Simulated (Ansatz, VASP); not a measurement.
# Two plane-wave programs on ScF3

```
Sc F
1.0
     4.01245    0.00000    0.00000
     0.00000    4.01245    0.00000
     0.00000    0.00000    4.17295
Sc F
1 3
Direct
  0.00000 0.00000 0.00000
  0.50000 0.00000 0.00000
  0.00000 0.50000 0.00000
  0.00000 0.00000 0.50000
```

Change from the starting cell: strain +0.000 along x and y, +0.040 along z, atoms carried along.

Alike in both runs: task single point; functional LDA; k mesh 6 × 6 × 6; occupations gaussian, width 0.05 eV; no spin polarisation.

|  | VASP | Ansatz |
| --- | --- | --- |
| version | VASP 6.6.1 | Ansatz 0.2.0 |
| potentials or method | VASP PAW LDA potentials, release 64 (Sc_sv, F) | scalar-relativistic, plane waves, PAW |
| plane-wave cutoff (eV) | 520 | 420 |
| valence electrons in the cell | 32 | 32 |

```tsv
	VASP	Ansatz	Ansatz less VASP
gap on the k mesh at the Fermi level (eV)	5.88	5.90	+0.026
least direct gap on the mesh (eV)	6.24	6.26	+0.026
pressure (GPa)	-5.5	-6.0	-0.55
largest component of the traceless stress (GPa)	5.20	5.04	-0.161
```

A k mesh can miss the band edges.
